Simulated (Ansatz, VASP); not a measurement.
# CaHfSe3 in two plane-wave programs, part 2 of 3

Wanted: the spread between two codes on one cell, functional and k mesh. The cell is generated by rule, not measured, and may not be a known phase. The cell is taken from a series of runs on this material, whose earlier steps may have relaxed, scaled, displaced or heated it; both programs get it as it stands.

VASP 6.6.1 and Ansatz 0.2.0.

So far: The structure; VASP: zone-centre phonons, LDA.

## Step 2: VASP: zone-centre phonons, LDA (continued)

Level of this step: LDA; plane waves and PAW (Ca_sv, Hf_pv, Se); invented cell (VASP).

Parts of OUTCAR (step 2):

```text
ion  position               nearest neighbor table
   1  0.000  0.000  0.168-   3 2.90   5 2.90   5 2.90   3 2.90
   2  0.500  0.500  0.533-   4 2.43   3 2.58   5 2.58   3 2.58   5 2.58   4 2.92
   3  0.500  0.000  0.434-   2 2.58   2 2.58   1 2.90   1 2.90
   4  0.500  0.500  0.987-   2 2.43   2 2.92
   5  0.000  0.500  0.434-   2 2.58   2 2.58   1 2.90   1 2.90

  LATTYP: Found a simple tetragonal cell.
 ALAT       =     5.0591416367
 C/A-ratio  =     1.0560997039

 Subroutine GETGRP returns: Found  8 space group operations
 (whereof  8 operations were pure point group operations)

The static configuration has the point symmetry C_4v.

 Found     40 irreducible k-points:

   k-points           NKPTS =     40   k-points in BZ     NKDIM =     40   number of bands    NBANDS=     25

   dimension x,y,z NGX =    40 NGY =   40 NGZ =   40
   dimension x,y,z NGXF=    80 NGYF=   80 NGZF=   80

   ENCUT  =  500.0 eV  36.75 Ry    6.06 a.u.   9.22  9.22  9.74*2*pi/ulx,y,z

   NELECT =      38.0000    total number of electrons

 k-points in reciprocal lattice and weights: Automatic mesh
   0.00000000  0.00000000  0.00000000       0.005
   0.16666667  0.00000000  0.00000000       0.019
   0.33333333  0.00000000  0.00000000       0.019
   0.50000000  0.00000000  0.00000000       0.009
   0.16666667  0.16666667  0.00000000       0.019
   0.33333333  0.16666667  0.00000000       0.037
   0.50000000  0.16666667  0.00000000       0.019
   0.33333333  0.33333333  0.00000000       0.019
   0.50000000  0.33333333  0.00000000       0.019
[...]
0.50000000  0.33333333  0.50000000       0.019
   0.50000000  0.50000000  0.50000000       0.005

 average (electrostatic) potential at core
       1 -46.9704       2 -40.3315       3 -60.9188       4 -60.6966       5 -60.9188

  Total        0.0423909      0.0423909     -0.0183432      0.0000000      0.0000000      0.0000000
[...]
POSITION                                       TOTAL-FORCE (eV/Angst)
 -----------------------------------------------------------------------------------
      0.00000      0.00000      0.89614         0.000000      0.000000     -0.028467
      2.52957      2.52957      2.84590         0.000000      0.000000     -0.010328
      2.52957      0.00000      2.32108         0.000000      0.000000      0.023601
      2.52957      2.52957      5.27230         0.000000      0.000000     -0.008408
      0.00000      2.52957      2.32108         0.000000     -0.000000      0.023601
 -----------------------------------------------------------------------------------
    total drift:                                0.000000      0.000000     -0.000029

 Eigenvectors and eigenvalues of the dynamical matrix
 ----------------------------------------------------

   1 f  =    7.353974 THz    46.206384 2PiTHz  245.302184 cm-1    30.413581 meV
             X         Y         Z           dx          dy          dz
      0.000000  0.000000  0.896137    -0.000000   -0.000000    0.083053
      2.529571  2.529571  2.845899     0.000000    0.000000   -0.460810
      2.529571  0.000000  2.321080     0.000000   -0.000000   -0.117583
      2.529571  2.529571  5.272297     0.000000    0.000000    0.867816
      0.000000  2.529571  2.321080    -0.000000    0.000000   -0.117583

   2 f  =    6.895133 THz    43.323401 2PiTHz  229.996893 cm-1    28.515968 meV
             X         Y         Z           dx          dy          dz
      0.000000  0.000000  0.896137    -0.020784   -0.008432   -0.000000
      2.529571  2.529571  2.845899     0.345715    0.140259    0.000000
      2.529571  0.000000  2.321080     0.197808   -0.335560    0.000000
      2.529571  2.529571  5.272297     0.124475    0.050500   -0.000000
      0.000000  2.529571  2.321080    -0.827098    0.080252    0.000000

   3 f  =    6.895133 THz    43.323401 2PiTHz  229.996893 cm-1    28.515968 meV
             X         Y         Z           dx          dy          dz
      0.000000  0.000000  0.896137    -0.008432    0.020784   -0.000000
      2.529571  2.529571  2.845899     0.140259   -0.345715   -0.000000
      2.529571  0.000000  2.321080     0.080252    0.827098    0.000000
      2.529571  2.529571  5.272297     0.050500   -0.124475    0.000000
      0.000000  2.529571  2.321080    -0.335560   -0.197808   -0.000000

   4 f  =    4.680086 THz    29.405848 2PiTHz  156.110869 cm-1    19.355272 meV
             X         Y         Z           dx          dy          dz
      0.000000  0.000000  0.896137    -0.774078    0.022027    0.000000
      2.529571  2.529571  2.845899    -0.065210    0.001856    0.000000
      2.529571  0.000000  2.321080     0.610393   -0.003561   -0.000000
      2.529571  2.529571  5.272297    -0.086614    0.002465   -0.000000
      0.000000  2.529571  2.321080     0.125141   -0.017369   -0.000000

   5 f  =    4.680086 THz    29.405848 2PiTHz  156.110869 cm-1    19.355272 meV
             X         Y         Z           dx          dy          dz
      0.000000  0.000000  0.896137    -0.022027   -0.774078    0.000000
      2.529571  2.529571  2.845899    -0.001856   -0.065210    0.000000
      2.529571  0.000000  2.321080     0.017369    0.125141   -0.000000
      2.529571  2.529571  5.272297    -0.002465   -0.086614   -0.000000
      0.000000  2.529571  2.321080     0.003561    0.610393   -0.000000

   6 f  =    4.241769 THz    26.651823 2PiTHz  141.490197 cm-1    17.542541 meV
             X         Y         Z           dx          dy          dz
      0.000000  0.000000  0.896137    -0.000000   -0.000000   -0.882058
      2.529571  2.529571  2.845899    -0.000000   -0.000000   -0.085503
      2.529571  0.000000  2.321080     0.000000    0.000000    0.315560
      2.529571  2.529571  5.272297    -0.000000   -0.000000    0.124526
      0.000000  2.529571  2.321080     0.000000    0.000000    0.315560

   7 f  =    2.365593 THz    14.863461 2PiTHz   78.907696 cm-1     9.783303 meV
             X         Y         Z           dx          dy          dz
      0.000000  0.000000  0.896137    -0.000000   -0.000000   -0.357833
      2.529571  2.529571  2.845899     0.000000    0.000000    0.621422
      2.529571  0.000000  2.321080    -0.000000   -0.000000   -0.463028
      2.529571  2.529571  5.272297    -0.000000   -0.000000    0.238746
      0.000000  2.529571  2.321080     0.000000   -0.000000   -0.463028

   8 f  =    2.017453 THz    12.676029 2PiTHz   67.294977 cm-1     8.343510 meV
             X         Y         Z           dx          dy          dz
      0.000000  0.000000  0.896137    -0.040859    0.153117   -0.000000
      2.529571  2.529571  2.845899     0.164519   -0.616520    0.000000
      2.529571  0.000000  2.321080    -0.065432   -0.100866   -0.000000
      2.529571  2.529571  5.272297    -0.180925    0.678001    0.000000
      0.000000  2.529571  2.321080     0.026916    0.245201    0.000000

   9 f  =    2.017453 THz    12.676029 2PiTHz   67.294977 cm-1     8.343510 meV
             X         Y         Z           dx          dy          dz
      0.000000  0.000000  0.896137     0.153117    0.040859   -0.000000
      2.529571  2.529571  2.845899    -0.616520   -0.164519    0.000000
      2.529571  0.000000  2.321080     0.245201   -0.026916   -0.000000
      2.529571  2.529571  5.272297     0.678001    0.180925    0.000000
      0.000000  2.529571  2.321080    -0.100866    0.065432    0.000000

  10 f  =    2.007792 THz    12.615327 2PiTHz   66.972720 cm-1     8.303555 meV
             X         Y         Z           dx          dy          dz
      0.000000  0.000000  0.896137     0.000000    0.000000   -0.000000
      2.529571  2.529571  2.845899    -0.000000   -0.000000    0.000000
      2.529571  0.000000  2.321080     0.000000   -0.000000    0.707107
      2.529571  2.529571  5.272297     0.000000    0.000000   -0.000000
      0.000000  2.529571  2.321080    -0.000000    0.000000   -0.707107

  11 f  =    0.007712 THz     0.048457 2PiTHz    0.257249 cm-1     0.031895 meV
             X         Y         Z           dx          dy          dz
      0.000000  0.000000  0.896137    -0.278418    0.109258   -0.000000
      2.529571  2.529571  2.845899    -0.582640    0.228642   -0.000000
      2.529571  0.000000  2.321080    -0.390274    0.152097   -0.000000
      2.529571  2.529571  5.272297    -0.383448    0.150474   -0.000000
      0.000000  2.529571  2.321080    -0.387584    0.153153   -0.000000

  12 f  =    0.007712 THz     0.048457 2PiTHz    0.257249 cm-1     0.031895 meV
             X         Y         Z           dx          dy          dz
      0.000000  0.000000  0.896137    -0.109258   -0.278418    0.000000
      2.529571  2.529571  2.845899    -0.228642   -0.582640    0.000000
      2.529571  0.000000  2.321080    -0.153153   -0.387584    0.000000
      2.529571  2.529571  5.272297    -0.150474   -0.383448    0.000000
      0.000000  2.529571  2.321080    -0.152097   -0.390274    0.000000

  13 f/i=    0.008724 THz     0.054813 2PiTHz    0.290994 cm-1     0.036079 meV
             X         Y         Z           dx          dy          dz
      0.000000  0.000000  0.896137    -0.000000    0.000000    0.295010
      2.529571  2.529571  2.845899    -0.000000    0.000000    0.627837
      2.529571  0.000000  2.321080    -0.000000    0.000000    0.414971
      2.529571  2.529571  5.272297    -0.000000    0.000000    0.417598
      0.000000  2.529571  2.321080    -0.000000    0.000000    0.414971

  14 f/i=    1.586300 THz     9.967014 2PiTHz   52.913260 cm-1     6.560405 meV
             X         Y         Z           dx          dy          dz
      0.000000  0.000000  0.896137    -0.017818    0.533787   -0.000000
      2.529571  2.529571  2.845899     0.008010   -0.239953    0.000000
      2.529571  0.000000  2.321080    -0.019493   -0.058117    0.000000
      2.529571  2.529571  5.272297     0.018646   -0.558575    0.000000
      0.000000  2.529571  2.321080     0.001940    0.583949   -0.000000

  15 f/i=    1.586300 THz     9.967014 2PiTHz   52.913260 cm-1     6.560405 meV
             X         Y         Z           dx          dy          dz
      0.000000  0.000000  0.896137     0.533787    0.017818   -0.000000
      2.529571  2.529571  2.845899    -0.239953   -0.008010    0.000000
      2.529571  0.000000  2.321080     0.583949   -0.001940   -0.000000
      2.529571  2.529571  5.272297    -0.558575   -0.018646    0.000000
      0.000000  2.529571  2.321080    -0.058117    0.019493    0.000000

 ELASTIC MODULI CONTR FROM IONIC RELAXATION (kBar)
 Direction    XX          YY          ZZ          XY          YZ          ZX
 --------------------------------------------------------------------------------
 XX        -523.7111     26.7107      3.4580      0.0000     -0.0000      0.0000
 YY          26.7107   -523.7111      3.4580      0.0000     -0.0000      0.0000
 ZZ           3.4580      3.4580   -737.5678      0.0000     -0.0000      0.0000
 XY           0.0000      0.0000      0.0000      0.0000      0.0000      0.0000
 YZ          -0.0000     -0.0000     -0.0000      0.0000   -107.0868      0.0000
 ZX           0.0000      0.0000      0.0000      0.0000      0.0000   -110.5950
 --------------------------------------------------------------------------------
```

The gap is under twice the smearing width, so the edge states are partly filled and the run can't tell a small gap from a semimetal. Harder data sets than Hf_pv exist (the GW ones), and pressures, volumes and forces can shift noticeably with them. Methfessel-Paxton smearing is not meant for a cell with a gap.

(Part 2 of 3 ends here.)

[Lines on the potential files, build, host, timing and source positions are cut from VASP's logs without a mark.]

[Logs are printed without paths, hosts, clocks, repeated set-up lines and the standing remarks that a program may print on its own settings, such as how far it seeks lower states.]

[Hosts, paths, dates, database ids (printed as entryN), source tags and the programs' standing remarks are cut or masked in the printed files.]
